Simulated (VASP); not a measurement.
Crystal: PtF2.

```
CELL_PARAMETERS angstrom
0.00000 2.55255 2.55255
2.55255 0.00000 2.55255
2.55255 2.55255 0.00000
ATOMIC_POSITIONS crystal
Pt 0.00000 0.00000 0.00000
F 0.25000 0.25000 0.25000
F 0.75000 0.75000 0.75000
```

The cell comes from a database or a generator and needn't be the stable form of this composition.

Base run:

| Property | Result |
| --- | --- |
| Program | VASP 6.6.1 |
| Functional | LDA |
| Potentials or basis | VASP PAW LDA potentials, release 64 (Pt, F) |
| Cutoff | 520 eV |
| k mesh | 6 × 6 × 6 |
| Occupations | gaussian, width 0.05 eV |
| Spin | collinear spin, zero start |
| Starting moments | [0.0, 0.0, 0.0] μB |
| Hubbard terms | Pt d U = 7 eV |

Its results: band gap on the k mesh none (metal or under the smearing width); pressure 7.3 GPa; net moment 0.00 μB per cell.

Question: The run is repeated on the same cell with these changes: hubbard terms from Pt d U = 7 eV to Pt d U = 4 eV; further incar settings from ALGO = Fast; EDIFF = 1e-06; NBANDS = 23 to ALGO = Fast; EDIFF = 1e-06. What comes out?

Answer: Band gap on the k mesh none (metal or under the smearing width); pressure 13.2 GPa; net moment 0.00 μB per cell.
